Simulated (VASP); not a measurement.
Consider the following.

```
CELL_PARAMETERS angstrom
      4.27000     0.00000     0.00000
      0.00000     4.27000     0.00000
      0.00000     0.00000     2.71692
ATOMIC_POSITIONS crystal
  Si 0.50000 0.50000 0.50000
  Si 0.00000 0.00000 0.00000
  O  0.69316 0.69316 0.00000
  O  0.30684 0.30684 0.00000
  O  0.80684 0.19316 0.50000
  O  0.19316 0.80684 0.50000
```

Level of theory: PBE0 hybrid, VASP's PBE PAW potentials (set 64) (plane waves; VASP 6.6.1). Numerical set-up: 400 eV cut-off, 5×5×8 Γ-centred mesh, Gaussian smearing of 0.010 eV, potentials Si O.

At this cut-off the stress carries a Pulay error, which pulls relaxed volumes low.

Task: Give the force on each atom (eV/Å).

Result: 
```json
[
 {"atom": "Si1", "Fx": "0.000", "Fy": "0.000", "Fz": "0.000"},
 {"atom": "Si2", "Fx": "0.000", "Fy": "0.000", "Fz": "0.000"},
 {"atom": "O3", "Fx": "-0.253", "Fy": "-0.253", "Fz": "0.000"},
 {"atom": "O4", "Fx": "0.253", "Fy": "0.253", "Fz": "0.000"},
 {"atom": "O5", "Fx": "0.253", "Fy": "-0.253", "Fz": "0.000"},
 {"atom": "O6", "Fx": "-0.253", "Fy": "0.253", "Fz": "0.000"}
]
```

Task: Give the stress tensor in GPa (positive for a compressed cell).

Result: 
```
-24.76    0.00    0.00
  0.00  -24.76    0.00
  0.00    0.00  -28.34
```
The pressure is its mean diagonal, -25.96 GPa.

The structure comes from a computed database's SiO2 entry; how it stands against other phases isn't given here. The cell was not relaxed at this level.
